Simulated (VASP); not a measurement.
An input for Quantum ESPRESSO's pw.x (written as the equivalent of a VASP run, and not itself run):

```
&CONTROL
  calculation = 'vc-relax'
  pseudo_dir = './pseudo'
  outdir = './out'
  tprnfor = .true.
  tstress = .true.
  nstep = 40
  forc_conv_thr = 0.00078
/
&SYSTEM
  ibrav = 0
  nat = 2
  ntyp = 2
  ecutwfc = 84
  occupations = 'smearing'
  smearing = 'methfessel-paxton'
  degauss = 0.00735
  input_dft = 'pz'
/
&ELECTRONS
  conv_thr = 7.3e-08
  electron_maxstep = 100
/
&IONS
/
&CELL
  press = 200
/
ATOMIC_SPECIES
  Ti 47.867 Ti.upf
  Al 26.982 Al.upf
CELL_PARAMETERS angstrom
     2.7069826    0.0000000    0.0000000
     0.0000000    2.7069826    0.0000000
     0.0000000    0.0000000    3.9024493
ATOMIC_POSITIONS crystal
  Ti   0.0000000  0.0000000  0.0000000
  Al   0.5000000  0.5000000  0.5000000
K_POINTS automatic
  13 13 9 0 0 0
```

Q: Translate this input to VASP (INCAR, KPOINTS, POSCAR, choice of POTCAR).

A: Several could match; the one computed here: 
### INCAR
```
! general
SYSTEM  = TiAl
PREC    = Accurate
ENCUT   = 500
LREAL   = .False.
LASPH   = .True.

! electronic loop
EDIFF   = 1E-6
NELM    = 100
ALGO    = Normal
LMAXMIX = 4

! smearing
ISMEAR  = 1
SIGMA   = 0.1

! ions
IBRION  = 2
NSW     = 40
ISIF    = 3
EDIFFG  = -0.02
PSTRESS = 200

! output
LWAVE   = .False.
LCHARG  = .False.
```

KPOINTS:
```
Automatic mesh
0
Gamma
13 13 9
```

POSCAR:
```
TiAl
1.0
  2.7069826452   0.0000000000   0.0000000000
  0.0000000000   2.7069826452   0.0000000000
  0.0000000000   0.0000000000   3.9024493298
Ti Al
1 1
Direct
  0.0000000000   0.0000000000   0.0000000000
  0.5000000000   0.5000000000   0.5000000000
```

POTCAR, in this order: Ti_sv Al (LDA.64 set). Program: vasp_std.

The two are equivalent in intent, not identical: the potentials are each code's own (VASP's PAW set, PseudoDojo norm-conserving files in pw.x), so ENCUT and ecutwfc are chosen apart and not converted; conv_thr bounds pw.x's estimated SCF error, while EDIFF bounds the energy change between steps; forc_conv_thr acts on force components and is met together with etot_conv_thr.

The compound is TiAl in the L1_0 structure. This run relaxes it under an external pressure of 20 GPa. Symmetry was kept, so distortions that lower it aren't found.
